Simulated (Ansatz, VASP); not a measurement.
## Pt: VASP beside Ansatz

One calculation is typed for both programs; each brings its own data sets. How far apart do they land? The cell is taken from a series of runs on this material, whose earlier steps may have relaxed, scaled, displaced or heated it; both programs get it as it stands.

Program: Ansatz 0.2.0. Level of theory: plane waves, with VASP 6.6.1 beside it; relaxation of cell and atoms at PBE with D3(BJ). Results are calculated unless marked as measured.

## (1) The structure

It takes space group Fm-3m (No. 225, cubic). Conventional cell: a = 3.920 Å, b = 3.920 Å, c = 3.920 Å, α = 90.00°, β = 90.00°, γ = 90.00°. Pt has 12 Pt at 2.77 Å nearest.

Structure file:

```cif
data_structure
_symmetry_space_group_name_H-M 'P 1'
_symmetry_Int_Tables_number 1
_cell_length_a 2.7719
_cell_length_b 2.7719
_cell_length_c 2.7719
_cell_angle_alpha 60.000
_cell_angle_beta 60.000
_cell_angle_gamma 60.000
_cell_volume 15.06
loop_
_atom_site_label
_atom_site_type_symbol
_atom_site_fract_x
_atom_site_fract_y
_atom_site_fract_z
_atom_site_occupancy
Pt1 Pt 0.00000 0.00000 0.00000 1
```

## (2) Ansatz: relaxation of cell and atoms, PBE with D3(BJ)

Ansatz runs on its default PAW (the set named soft_2) files.

The relaxed volume is the usual yardstick between codes: in a stiff, nearly cubic crystal its relative difference is about their pressure difference at one cell divided by the bulk modulus.

The input, input.yaml:

```yaml
crystal:
  lattice:
    - [0.0, 1.96, 1.96]
    - [1.96, 0.0, 1.96]
    - [1.96, 1.96, 0.0]
  atoms:
    - { symbol: Pt, position: [0.0, 0.0, 0.0] }
hamiltonian:
  xc: pbe
  dispersion: d3bj
kpoints:
  mp_grid: { grid: [20, 20, 20] }
scf:
  occupations: { method: methfessel_paxton, width: 0.1 }
  convergence: { dr2_threshold: 1.0e-09 }
relax:
  cell: {}
  f_tol: 0.005
```

Run with:

```
$ ansatz run input.yaml --threads 8 --pin off --max-ram 24576MiB --backend cpu --events-out ev --progress --plain --runs-dir out
```

Numbers of over 12 decimals in the logs are rounded to 6 here.

The log of the run:

```text
Warning: relax.cell: scf.convergence.dr2_threshold = 1e-9 eV is looser than the 1e-10 eV advised for a relaxation that steers and ends on the stress (1e-10 eV for each atom of the cell: 1). What an SCF threshold leaves in a stress goes as its square root, and in the free energy as the threshold itself, and one threshold admits the most on a small cell: [figures from the program's tests cut] Set scf.convergence.dr2_threshold to 1e-10 eV or tighter. The threshold is an SCF's pass mark: one that does not reach it within its budget of iterations ends unconverged, or closes short of it on a stop that the run arms, and scf.convergence.dr2_threshold's page says what that costs each kind of run
Engine: ansatz 0.2.0, x86_64-unknown-linux-gnu
Pseudopotentials: kind: paw
Pseudopotential: Pt, paw, valence charge 18, recommended cutoff 420 eV (normal), Pt.paw.azcp
Functional definition: PBE
  parameter kappa = 0.804
  parameter beta = 0.066725
  exchange = pbe_x(kappa = kappa, mu = beta*pi^2/3)
  correlation = pbe_c(beta = beta)
Crystal: 1 atoms, lattice volume = 15.059 Å³
Basis set: ecut = 420 eV, 283 PW (Γ), exchange–correlation on 40×40×40 points (8 copies of the dense FFT grid, shifted against one another)
Bands: 13, of which v1, the nominal top of the filled ones, is band 9 counted from 1 (8 counted from 0)
Symmetry: 48 space group operations
Space group: Fm-3m (ITA 225), of the structure as read, at distance tolerance 2.5e-5 Å
k-points: 256 of 8000
Non-local potential: Pt, projectors of the file, l = 0: 3, l = 1: 2, l = 2: 2, l = 3: 1
PAW form: soft (Blöchl's): semilocal exchange-correlation on the pseudo side does not see the compensation charge
PAW one-centre angular grid: Pt, 590 points (default); XC on 64 Gauss nodes
Initial density: superposition of atomic densities (neutral atoms: chi_scale 0, normalization atom), corrected by the library's trained network
Initial wavefunctions: pseudopotential atomic-orbital guess
Functional: x = pbe(κ = 0.804, μ = 0.219515), c = pbe(β = 0.066725)
SCF iter   1: F=—  HF=-12523.777749 eV  |F-HF|=—  |Δ(HF+E_count)|=         —  Δρ=3.37e-3  dr2=2.42e-4  ethr=1.77e-3  ⟨swp⟩=5.0  Hψ=18327  notcnv=0
preconditioner: auto → none  [metal: Δε(μ)=0.009 eV  Ē_g=14.230 eV  σ=0.100 eV  W_gap=0.08  n_scr=8 (ndim 8)  ℏωp=30.3 eV  f_vac=0.000  D(μ)=1.59/eV (n_scr^D=14)  sad-step TF]
SCF iter   2: F=—  HF=-12523.778128 eV  |F-HF|=—  |Δ(HF+E_count)|=   3.80e-4  S|Δr|=    0.00e0  Δρ=1.86e-3  dr2=8.10e-5  ethr=1.34e-6  ⟨swp⟩=2.5  Hψ=7155  notcnv=0
SCF iter   3: F=—  HF=-12523.778320 eV  |F-HF|=—  |Δ(HF+E_count)|=   1.92e-4  S|Δr|=    0.00e0  Δρ=3.99e-4  dr2=2.38e-5  ethr=4.50e-7  ⟨swp⟩=2.0  Hψ=4636  notcnv=0
SCF iter   4: F=—  HF=-12523.778313 eV  |F-HF|=—  |Δ(HF+E_count)|=   7.31e-6  S|Δr|=    0.00e0  Δρ=1.12e-4  dr2=1.20e-6  ethr=1.32e-7  ⟨swp⟩=2.6  Hψ=4792  notcnv=0
SCF iter   5: F=—  HF=-12523.778310 eV  |F-HF|=—  |Δ(HF+E_count)|=   2.49e-6  S|Δr|=    0.00e0  Δρ=2.47e-5  dr2=2.67e-8  ethr=6.69e-9  ⟨swp⟩=2.5  Hψ=4554  notcnv=0
SCF iter   6: F=—  HF=-12523.778310 eV  |F-HF|=—  |Δ(HF+E_count)|=   2.23e-8  S|Δr|=    0.00e0  Δρ=3.97e-6  dr2=2.00e-9  ethr=1.48e-10  ⟨swp⟩=2.0  Hψ=4579  notcnv=0
SCF iter   7: F=-12523.778310 eV  HF=-12523.778310 eV  |F-HF|=1.58e-10  |Δ(HF+E_count)|=  4.60e-10  S|Δr|=    0.00e0  Δρ=1.42e-6  dr2=2.67e-10  ethr=5.56e-12  ⟨swp⟩=3.6  Hψ=9254  notcnv=0
SCF 1 converged in 7 iterations: F = -12523.778310 eV  dr2 = 2.67e-10
  greatest PAW one-centre occupation: 1.000 electrons in one spin orbital (limit 2), on the Pt atom at site 0 (counted from 0), in its partial waves of l = 0
relax step   1: F+E_penalty+E_count = -12523.77831004 eV  Δ(F+E_penalty+E_count) = +0.000e0 eV  max|allowed force component| = 0.000e0 eV/Å  Δτ_max = 0.0000 Å  P = +1.720 GPa  Ω = 15.059 Å³  (7 SCF iters, accepted)
[...]
relax step   2: F+E_penalty+E_count = -12523.77722403 eV  Δ(F+E_penalty+E_count) = +1.086e-3 eV  max|allowed force component| = 0.000e0 eV/Å  Δτ_max = 0.0000 Å  P = -2.852 GPa  Ω = 15.313 Å³  energy of the carried Pulay correction = -1.226e-4 eV  (6 SCF iters, rejected (line search))
[...]
relax step   3: F+E_penalty+E_count = -12523.77875669 eV  Δ(F+E_penalty+E_count) = -4.466e-4 eV  max|allowed force component| = 0.000e0 eV/Å  Δτ_max = 0.0000 Å  P = -0.040 GPa  Ω = 15.154 Å³  energy of the carried Pulay correction = -4.588e-5 eV  (5 SCF iters, accepted)
[...]
relax step   4: F+E_penalty+E_count = -12523.77880232 eV  Δ(F+E_penalty+E_count) = -4.563e-5 eV  max|allowed force component| = 0.000e0 eV/Å  Δτ_max = 0.0000 Å  P = -0.043 GPa  Ω = 15.154 Å³  stress off target by 4.27e-2 GPa  SCF on the basis re-selected at this cell (its energy is not comparable with the rows above)  (3 SCF iters)
basis re-selected at this cell: Δ(F+E_penalty+E_count) = -4.563e-5 eV, ΔP = -0.003 GPa vs the last step (what re-selecting the basis moved, of the pressure what is left beyond the Pulay correction that the steps carried, after the strain that the cell walked since its last selection, with what the two solves' SCF thresholds leave and, on support functions, any second-order correction that the steps lacked; it is no measure of the basis error at this ecutwfc). This SCF's stress stands 4.27e-2 GPa from its target on what of the cell is left free (relax.cell.stress_tol is 5.00e-2 GPa) and its largest allowed force component is 0.00e0 eV/Å (relax.f_tol is 5.00e-3 eV/Å): [rest of the remark cut]
SCF converged after 3 iterations
Stability not checked: this state was not tested for a lower state beside it, because cold or Methfessel-Paxton smearing, or corrected tetrahedra, fill the levels in a way that the test cannot read (fill_not_monotonic; see scf.lower_state_search)
Free energy (F): -12523.778802 eV
Harris-Foulkes:  -12523.778802 eV  (|F-HF|=2.30e-9)
Internal energy: -12523.779253 eV  (E = F + TS)
E sigma→0 (E₀):  -12523.778915 eV
Entropy (-TS):   0.000451 eV (0.451 meV/atom)
Fermi energy:    23.258766 eV
--- Per-component energies (eV) ---
  E_band       = -130.580548
  E_kinetic    = 638.212980
  E_local      = -1467.562846  (includes V_loc(G=0)·N_el)
  E_nonlocal   = 199.789465
  E_hartree    = 545.339311
  E_xc         = -262.088042
  E_vxc        = -303.264774  (∫ρ·V_xc dr)
  E_paw        = -9453.991153  (= ΣΔE_a)
  E_vpaw       = -288.435401  (= ΣTr[D̂ρ^β])
  E_aug_tail   = 0.000209  (compensation charges beyond the density's cutoff)
  E_ewald      = -2722.703601
  E_disp       = -0.775576  (pairwise vdW)
  E_smearing   = 0.000451  (= −TS)
  E_closure    = 0.000000  (closes the sum)
  Σ components = -12523.778802   (vs F -12523.778802, Δ=0.00e0)
--- Forces (eV/Å), atoms counted from 1 ---
  atom   1  Pt     0.00000000     0.00000000    -0.00000000
  max |Σ_I F_I| component: 4.11e-32 eV/Å
--- Stress (GPa, compression-positive) ---
       -0.042742      -0.000000      -0.000000
       -0.000000      -0.042742      -0.000000
       -0.000000      -0.000000      -0.042742
  P = ⅓ Tr σ = -0.0427 GPa (-0.427 kbar)
--- Relaxed structure (3 steps of the walk, 2 accepted, 1 SCFs on fresh bases) ---
  F+E_penalty+E_count = -12523.77880232 eV   max|allowed force component| = 0.000e0 eV/Å   (the final SCF, on the basis selected at the relaxed cell)
  cell:  # Å, volume = 15.1537 Å³
    - [0, 1.964096, 1.964096]
    - [1.964096, 0, 1.964096]
    - [1.964096, 1.964096, 0]
  atoms:
    - { symbol: Pt, position: [0.0, 0.0, 0.0] }
```

The column dr2 measures how far the density is from self-consistency, as an energy; F and HF (Harris–Foulkes) agree once it is small.

## (3) VASP: relaxation of cell and atoms, PBE with D3(BJ)

The same cell, functional, mesh and smearing now go to VASP, with its own data sets.

Lines of VASP's logs that name or quote its potential files are left out, and so is its time.

The input, INCAR:

```
SYSTEM = Pt
PREC = Accurate
ENCUT = 500
EDIFF = 1E-07
NELM = 120
ISMEAR = 1
SIGMA = 0.1
LREAL = .FALSE.
ALGO = Normal
GGA = PE
IVDW = 12
NBANDS = 11
LASPH = .TRUE.
LORBIT = 11
LWAVE = .FALSE.
LCHARG = .FALSE.
ISIF = 3
IBRION = 2
NSW = 80
EDIFFG = -0.005
GGA_COMPAT = .FALSE.
NELMIN = 4
```

The input, POSCAR:

```
Pt
1.0
    0.0000000000      1.9600000000      1.9600000000
    1.9600000000      0.0000000000      1.9600000000
    1.9600000000      1.9600000000      0.0000000000
Pt
1
Direct
    0.0000000000      0.0000000000      0.0000000000
```

The input, KPOINTS:

```
Automatic mesh
0
Gamma
20 20 20
0 0 0
```

Potentials, in the order of the species: Pt (PBE family, release 64).

Run with:

```
$ mpirun -np 1 vasp_std
```

The log of the run:

```text
[banner, memory and clock lines left out]
running    1 mpi-ranks, on    1 nodes
 distrk:  each k-point on    1 cores,    1 groups
 distr:  one band on    1 cores,    1 groups

 POSCAR found type information on POSCAR Pt
 POSCAR found :  1 types and       1 ions
 LDA part: xc-table for (Slater+PW92), standard interpolation
 POSCAR, INCAR and KPOINTS ok, starting setup
 FFT: planning ... GRIDC
 FFT: planning ... GRID_SOFT
 FFT: planning ... GRID
 WAVECAR not read
 entering main loop
       N       E                     dE             d eps       ncg     rms          rms(c)
DAV:   1     0.397428181808E+02    0.39743E+02   -0.53165E+03  5728   0.823E+02
DAV:   2    -0.585879105079E+01   -0.45602E+02   -0.43887E+02  6462   0.176E+02
DAV:   3    -0.645541858011E+01   -0.59663E+00   -0.58881E+00  6576   0.191E+01
DAV:   4    -0.645774158514E+01   -0.23230E-02   -0.23228E-02  6447   0.141E+00
DAV:   5    -0.645775997374E+01   -0.18389E-04   -0.18388E-04  6607   0.116E-01    0.130E+01
DAV:   6    -0.612483604865E+01    0.33292E+00   -0.74772E-01  6073   0.691E+00    0.687E+00
DAV:   7    -0.608609814422E+01    0.38738E-01   -0.14289E-01  6466   0.294E+00    0.253E+00
DAV:   8    -0.608276999632E+01    0.33281E-02   -0.59936E-03  6175   0.671E-01    0.541E-01
DAV:   9    -0.608258923891E+01    0.18076E-03   -0.12927E-04  6301   0.101E-01    0.464E-02
DAV:  10    -0.608259247938E+01   -0.32405E-05   -0.39754E-06  7272   0.153E-02    0.409E-03
DAV:  11    -0.608259236412E+01    0.11526E-06   -0.34994E-08  5158   0.171E-03    0.874E-04
DAV:  12    -0.608259237266E+01   -0.85334E-08   -0.35146E-09  3353   0.408E-04
   1 F= -.68630362E+01 E0= -.68631831E+01  d E =-.686304E+01
 curvature:   0.00 expect dE= 0.000E+00 dE for cont linesearch  0.000E+00
 trial: gam= 0.00000 g(F)=  0.000E+00 g(S)=  0.184E-02 ort = 0.000E+00 (trialstep = 0.100E+01)
 search vector abs. value=  0.184E-02
 bond charge predicted
       N       E                     dE             d eps       ncg     rms          rms(c)
DAV:   1    -0.611686610161E+01   -0.34274E-01   -0.47061E-01  5872   0.640E+00    0.100E+00
DAV:   2    -0.609521841592E+01    0.21648E-01   -0.59738E-02  5833   0.184E+00    0.434E-01
DAV:   3    -0.609400783081E+01    0.12106E-02   -0.56097E-03  6480   0.534E-01    0.243E-01
DAV:   4    -0.609407553374E+01   -0.67703E-04   -0.20836E-04  6322   0.963E-02    0.149E-02
DAV:   5    -0.609407831604E+01   -0.27823E-05   -0.31639E-06  7044   0.121E-02    0.410E-03
DAV:   6    -0.609407890669E+01   -0.59065E-06   -0.31911E-07  6418   0.357E-03    0.400E-04
DAV:   7    -0.609407892897E+01   -0.22275E-07   -0.43120E-09  3412   0.602E-04
   2 F= -.68613795E+01 E0= -.68615272E+01  d E =0.165675E-02
 trial-energy change:    0.001657  1 .order    0.001602   -0.001843    0.005046
 step:   0.2583(harm=  0.2675)  dis= 0.00000  next Energy=    -6.863273 (dE=-0.237E-03)
 bond charge predicted
       N       E                     dE             d eps       ncg     rms          rms(c)
DAV:   1    -0.609871414680E+01   -0.46352E-02   -0.25819E-01  5845   0.474E+00    0.777E-01
DAV:   2    -0.608689385041E+01    0.11820E-01   -0.31318E-02  5818   0.135E+00    0.297E-01
DAV:   3    -0.608619518558E+01    0.69866E-03   -0.32848E-03  6468   0.410E-01    0.161E-01
DAV:   4    -0.608624885461E+01   -0.53669E-04   -0.14144E-04  6280   0.811E-02    0.132E-02
DAV:   5    -0.608624740031E+01    0.14543E-05   -0.22992E-06  6374   0.138E-02    0.272E-03
DAV:   6    -0.608624792998E+01   -0.52967E-06   -0.17565E-07  6918   0.291E-03    0.467E-04
DAV:   7    -0.608624792199E+01    0.79932E-08   -0.36047E-09  3140   0.444E-04
   3 F= -.68632695E+01 E0= -.68634169E+01  d E =-.233234E-03
 curvature:  -0.13 expect dE=-0.402E-07 dE for cont linesearch -0.402E-07
 trial: gam=-0.01262 g(F)=  0.733E-65 g(S)=  0.301E-06 ort = 0.235E-04 (trialstep = 0.852E+00)
 search vector abs. value=  0.149E-09
 reached required accuracy - stopping structural energy minimisation
```

From OUTCAR (step 3):

```text
ion  position               nearest neighbor table
   1  0.000  0.000  0.000-

  LATTYP: Found a face centered cubic cell.
 ALAT       =     3.9200000000

 Subroutine GETGRP returns: Found 48 space group operations
 (whereof 48 operations were pure point group operations)

The static configuration has the point symmetry O_h .

 Found    256 irreducible k-points:

   k-points           NKPTS =    256   k-points in BZ     NKDIM =    256   number of bands    NBANDS=     11

   dimension x,y,z NGX =    20 NGY =   20 NGZ =   20
   dimension x,y,z NGXF=    40 NGYF=   40 NGZF=   40

   ENCUT  =  500.0 eV  36.75 Ry    6.06 a.u.   5.05  5.05  5.05*2*pi/ulx,y,z

   NELECT =      10.0000    total number of electrons

 k-points in reciprocal lattice and weights: Automatic mesh
   0.00000000  0.00000000  0.00000000       0.000
   0.05000000  0.00000000  0.00000000       0.001
   0.10000000  0.00000000  0.00000000       0.001
   0.15000000  0.00000000  0.00000000       0.001
   0.20000000  0.00000000  0.00000000       0.001
   0.25000000  0.00000000  0.00000000       0.001
   0.30000000  0.00000000  0.00000000       0.001
   0.35000000  0.00000000  0.00000000       0.001
   0.40000000  0.00000000  0.00000000       0.001
[...]
-0.30000000  0.50000000  0.20000000       0.002
  -0.25000000  0.50000000  0.25000000       0.001

 Edisp (eV)   -0.76730

 average (electrostatic) potential at core
       1 -62.9373

 E-fermi :  11.2158

 k-point     1 :       0.0000    0.0000    0.0000
  band No.  band energies     occupation
    ...
      2       7.4422      2.00000
      3       7.4422      2.00000
      4       7.4422      2.00000
      5       9.5887      2.00000
      6       9.5887      2.00000
      7      25.8586      0.00000
      8      30.8109      0.00000
      9      30.8109      0.00000
     10      30.8109      0.00000
     11      36.1448      0.00000

 k-point     2 :       0.0500    0.0000    0.0000
  band No.  band energies     occupation
    ...
      2       7.3967      2.00000
      3       7.4827      2.00000
      4       7.4827      2.00000
      5       9.5657      2.00000
      6       9.5657      2.00000
      7      26.0164      0.00000
      8      30.2569      0.00000
      9      30.9657      0.00000
     10      30.9657      0.00000
     11      36.7604      0.00000

 k-point     3 :       0.1000    0.0000    0.0000
  band No.  band energies     occupation
    ...
      2       7.2758      2.00000
      3       7.5917      2.00000
      4       7.5917      2.00000
      5       9.5123      2.00000
      6       9.5123      2.00000
      7      26.4551      0.00000
      8      29.0456      0.00000
      9      31.4186      0.00000
     10      31.4186      0.00000
     11      37.7269      0.00000

 Edisp (eV)   -0.77702

  Total       0.00144     0.00144     0.00144    -0.00000    -0.00000    -0.00000
  in kB       0.15276     0.15276     0.15276    -0.00000    -0.00000    -0.00000
  external pressure =        0.15 kB  Pullay stress =        0.00 kB

  energy-cutoff  :      500.00
  volume of cell :       15.12
      direct lattice vectors                 reciprocal lattice vectors
    -0.000000000  1.962755804  1.962755804    -0.254743865  0.254743865  0.254743865
     1.962755804  0.000000000  1.962755804     0.254743865 -0.254743865  0.254743865
     1.962755804  1.962755804 -0.000000000     0.254743865  0.254743865 -0.254743865

 POSITION                                       TOTAL-FORCE (eV/Angst)
 -----------------------------------------------------------------------------------
      0.00000      0.00000      0.00000         0.000000      0.000000     -0.000000
 -----------------------------------------------------------------------------------
    total drift:                                0.000000      0.000000      0.000000

  FREE ENERGIE OF THE ION-ELECTRON SYSTEM (eV)
  ---------------------------------------------------
  free  energy   TOTEN  =        -6.8632694817 eV

  energy  without entropy=       -6.8637117850  energy(sigma->0) =       -6.86341692

 reached required accuracy - stopping structural energy minimisation

 total charge
# of ion       s       p       d       tot
------------------------------------------
    1        0.636   0.609   8.046   9.291

[... 3 further parts left out ...]
```

Dispersion corrections of this kind ignore metallic screening and tend to overbind metals. The run keeps the 48 symmetry operations of its start, so it cannot find a distortion of lower symmetry.

## (4) Side by side

Known differences besides the potentials themselves: the data sets hold 18 valence electrons in Ansatz (on its default PAW (the set named soft_2) files) and 10 in VASP; the cutoff is 420 eV in Ansatz and 500 eV in VASP; Ansatz adds a Pulay correction to the stress that steers its cell, VASP none. Total energies have different zeros and are not compared.

Both answers:

```csv
quantity,Ansatz,VASP,difference
volume (Å³),15.15,15.12,+0.20 %
"edge a after relaxation, in the typed setting (Å)",2.778,2.776,+0.07 %
```

## (5) Results

* difference in volume (relaxation of cell and atoms, PBE with D3(BJ)): 0.20 %

What this shows: The difference in volume is 0.20 % (relaxation of cell and atoms, PBE with D3(BJ)), within the 1.2 % picked in this series as the mark of a large difference, as far as the stopping tolerances let one tell. The data sets hold unlike numbers of valence electrons (18 in Ansatz and 10 in VASP), so part of the differences comes from the potentials. How closely two codes agree says nothing of how well the functional describes the real material.

[Lines on the potential files, build, host, timing and source positions are cut from VASP's logs without a mark.]

[Logs are printed without paths, hosts, clocks, repeated set-up lines and the standing remarks that a program may print on its own settings, such as how far it seeks lower states.]

[Hosts, paths, dates, database ids (printed as entryN), source tags and the programs' standing remarks are cut or masked in the printed files.]
